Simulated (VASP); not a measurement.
A convergence study with VASP on RbCl (rock salt): one setting is varied, all else stays as given below, so the limit is that of these other settings.

```yaml
crystal:
  lattice:
    - [0.00000, 3.29000, 3.29000]
    - [3.29000, 0.00000, 3.29000]
    - [3.29000, 3.29000, 0.00000]
  atoms:
    - { symbol: Rb, position: [0.00000, 0.00000, 0.00000] }
    - { symbol: Cl, position: [0.50000, 0.50000, 0.50000] }
```

All values below come from PBE GGA, VASP's PBE PAW potentials (set 64) (plane waves; VASP 6.6.1). The tightest run used: 550 eV cut-off, 16×16×16 Γ-centred mesh, Gaussian smearing of 0.050 eV, potentials Rb_sv Cl.

```json
[
 {"setting": "1×1×1 mesh", "E (eV/atom)": "-2.0926", "pressure (GPa)": "10.91", "irreducible k-points": "1"},
 {"setting": "2×2×2 mesh", "E (eV/atom)": "-3.3111", "pressure (GPa)": "1.10", "irreducible k-points": "3"},
 {"setting": "3×3×3 mesh", "E (eV/atom)": "-3.3316", "pressure (GPa)": "0.91", "irreducible k-points": "4"}
]
```

Task: These are the cheaper rows. Estimate the results at 16×16×16 mesh, and how far the last row shown lies from them.

Result: 
```
quantity        tightest run  last row shown is off by
--------------  ------------  ------------------------
E (eV/atom)          -3.3325                    0.0009
pressure (GPa)          0.89                      0.01
```

Left out are rungs that failed or repeat a setting and relaxations that didn't move; long series are thinned to 24 rows.

The compound is RbCl in the rock salt structure. The cell was not relaxed at this level.
